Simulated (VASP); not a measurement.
CaH4:

```
Ca H
1.0
     4.16798    0.00000    0.00000
     0.00000    4.16798    0.00000
     0.00000    0.00000    4.16798
Ca H
1 4
Direct
  0.00000 0.00000 0.00000
  0.50000 0.00000 0.00000
  0.00000 0.50000 0.00000
  0.00000 0.00000 0.50000
  0.50000 0.50000 0.50000
```

The cell was built by a generator and needn't be a form met in nature.

* Program: VASP 6.6.1
* Task: relaxation of cell and atoms
* Functional: LDA
* Potentials or basis: VASP PAW LDA potentials, release 64 (Ca_sv, H)
* Cutoff: 600 eV
* k mesh: 7 × 7 × 7
* Occupations: gaussian, width 0.05 eV
* Spin: no spin polarisation

At the start: pressure -2.2 GPa; volume 14.48 Å³/atom.

**Question.** How do energy, volume and symmetry change on relaxing?

**Answer.** Over 4 steps the energy falls by 9.9 meV/atom and the volume is 13.12 Å³/atom (-9.4 %); space group Pm-3m (No. 221, to 0.05 Å).

Step by step:
| step | energy change (eV) | largest force (eV/Å) | pressure (GPa) | volume (Å³) |
| --- | --- | --- | --- | --- |
| 1 | 0.0000 | 0.0000 | -2.19 | 72.41 |
| 2 | -0.0245 | 0.0000 | -1.62 | 70.35 |
| 3 | -0.0488 | 0.0000 | -0.32 | 66.44 |
| 4 | -0.0496 | 0.0000 | 0.02 | 65.58 |

Final structure:
```
Ca H
1.0
     4.03268    0.00000    0.00000
     0.00000    4.03268    0.00000
     0.00000    0.00000    4.03268
Ca H
1 4
Direct
  0.00000 0.00000 0.00000
  0.50000 0.00000 0.00000
  0.00000 0.50000 0.00000
  0.00000 0.00000 0.50000
  0.50000 0.50000 0.50000
```
